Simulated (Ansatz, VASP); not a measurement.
# Ta4O: VASP beside Ansatz

```
CELL_PARAMETERS angstrom
4.39405 0.00000 0.00000
0.00000 4.39405 0.00000
0.00000 0.00000 4.39405
ATOMIC_POSITIONS crystal
Ta 0.26374 0.73626 0.26374
Ta 0.73626 0.26374 0.26374
Ta 0.73626 0.73626 0.73626
Ta 0.26374 0.26374 0.73626
O 0.00000 0.00000 0.00000
```

Alike in both runs: functional PBE; k mesh 8 × 8 × 8; occupations gaussian, width 0.1 eV; no spin polarisation.

Ansatz relaxed the structure, and its values are those at the end. VASP's run is a single point on that final structure, the one shown.

|  | VASP | Ansatz |
| --- | --- | --- |
| version | VASP 6.6.1 | Ansatz 0.2.0 |
| potentials or method | VASP PAW PBE potentials, release 64 (Ta_pv, O) | scalar-relativistic, plane waves, PAW |
| plane-wave cutoff (eV) | 520 | 420 |
| valence electrons in the cell | 50 | 58 |

|  | VASP | Ansatz | Ansatz less VASP |
| --- | --- | --- | --- |
| gap on the k mesh at the Fermi level (eV) | none | none | - |
| pressure (GPa) | 0.2 | 0.0 | -0.23 |
| rms of the force components (eV/Å) | 0.033 | 0.000 | -0.0327 |

A gap of «none» marks a metal or a gap that the smearing closes. With one functional, cell and mesh, what is left measures potentials, basis and numerics. The two sets of potentials don't hold the same shells in valence.

Spin-orbit coupling is left out, which matters for the levels of Ta.
